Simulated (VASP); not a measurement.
Consider the following.

```
CELL_PARAMETERS angstrom
      0.00000     1.78350     1.78350
      1.78350     0.00000     1.78350
      1.78350     1.78350     0.00000
ATOMIC_POSITIONS crystal
  C  0.00000 0.00000 0.00000
  C  0.25000 0.25000 0.25000
```

These are PBE GGA, VASP's PBE PAW potentials (set 64) (plane waves; VASP 6.6.1) values and carry that method's errors. Run with 520 eV cut-off, 10×10×10 Γ-centred mesh, Gaussian smearing of 0.050 eV, potentials C.

Problem. Give the stress tensor in GPa (positive for a compressed cell).

Solution. 
```
2.36  0.00  0.00
0.00  2.36  0.00
0.00  0.00  2.36
```
The pressure is its mean diagonal, 2.36 GPa.

The compound is C in the diamond structure. The cell was not relaxed at this level.
